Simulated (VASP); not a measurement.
```cif
data_CaSe
_chemical_formula_sum 'Ca1 Se1'
_space_group_name_H-M_alt 'P 1'
_space_group_IT_number 1
_cell_length_a 4.18607
_cell_length_b 4.18607
_cell_length_c 4.18607
_cell_angle_alpha 60.000
_cell_angle_beta 60.000
_cell_angle_gamma 60.000
loop_
_space_group_symop_operation_xyz
  'x, y, z'
loop_
_atom_site_label
_atom_site_type_symbol
_atom_site_fract_x
_atom_site_fract_y
_atom_site_fract_z
_atom_site_occupancy
Ca1 Ca 0.00000 0.00000 0.00000 1
Se1 Se 0.50000 0.50000 0.50000 1
```

All values below come from Bethe-Salpeter equation (Tamm-Dancoff) on G0W0 levels and PBE orbitals, VASP's PBE PAW potentials (set 64) (plane waves; VASP). Settings: PREC = Normal, 500 eV cut-off, 6×6×6 Γ-centred mesh, Gaussian smearing of 0.010 eV, potentials Ca_sv_GW Se_GW.

The mesh is coarse, so the spectrum and binding energies are not converged.

The BSE takes 3 valence and 4 conduction bands in the Tamm-Dancoff approximation; the smallest direct G0W0 gap on the mesh is 4.63 eV.

Where does the first bright exciton lie on this mesh?

At 4.27 eV. Its distance from the direct gap isn't converged on a mesh this coarse and overstates the binding.

```
ħω (eV) | ε₂
     0.00 |  0.00
     0.30 |  0.01
     0.50 |  0.01
     0.80 |  0.02
     1.00 |  0.02
     1.30 |  0.03
     1.50 |  0.04
     1.80 |  0.05
     2.10 |  0.06
     2.30 |  0.07
     2.60 |  0.09
     2.80 |  0.12
     3.10 |  0.16
     3.30 |  0.21
     3.60 | # 0.35
     3.80 | # 0.56
     4.10 | #### 2.00
     4.40 | ############## 7.42
     4.60 | ############# 6.74
     4.90 | ######## 4.06
     5.10 | ############################## 15.4
     5.40 | #################### 10.5
     5.60 | ########### 5.40
     5.90 | ######## 4.08
     6.20 | ########### 5.74
     6.40 | ########## 5.12
     6.70 | ########## 5.05
     6.90 | ################### 9.96
     7.20 | ######### 4.43
     7.40 | ######## 4.11
     7.70 | ######### 4.44
     7.90 | ########### 5.63
     8.20 | ####### 3.66
     8.50 | ########### 5.89
     8.70 | ######## 4.06
     9.00 | ##### 2.81
     9.20 | ###### 2.91
     9.50 | #### 1.92
     9.70 | #### 1.91
    10.00 | ## 0.96
```

The compound is CaSe in the rock salt structure. The cell was not relaxed at this level.
